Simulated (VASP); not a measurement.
Input:

```
CELL_PARAMETERS angstrom
      0.00000     2.70050     2.70050
      2.70050     0.00000     2.70050
      2.70050     2.70050     0.00000
ATOMIC_POSITIONS crystal
  Ce 0.00000 0.00000 0.00000
  O  0.25000 0.25000 0.25000
  O  0.75000 0.75000 0.75000
```

The numbers are results of AM05 GGA, VASP's PBE PAW potentials (set 64) (plane waves; VASP 6.6.1), not measurements. Settings: 520 eV cut-off, Gaussian smearing of 0.050 eV, potentials Ce O.

### Question
Give the energies of bands 7 to 15 at the high-symmetry points, in eV from the valence-band maximum.

### Answer

```
band      Γ      X      U      L      W
----  -----  -----  -----  -----  -----
7     -3.97  -4.03  -3.34  -3.08  -3.02
8     -3.97  -1.22  -1.76  -3.08  -2.32
9     -3.97  -1.22  -1.48  -1.30  -1.09
10    -0.65  -0.84  -1.32  -1.25  -1.09
11    -0.65  -0.84  -0.80  -0.83  -0.77
12    -0.65  -0.66  -0.34  -0.83  -0.71
13     2.27   1.97   2.04   1.96   2.03
14     2.27   2.10   2.13   2.13   2.15
15     2.27   2.10   2.15   2.13   2.15
```

The gap is indirect, 1.96 eV, from the valence maximum at K-Γ at 0.29 to the conduction minimum at L.

The compound is CeO2 in the fluorite structure. It was relaxed first. The run is not spin-polarised, so no magnetic state was tried.
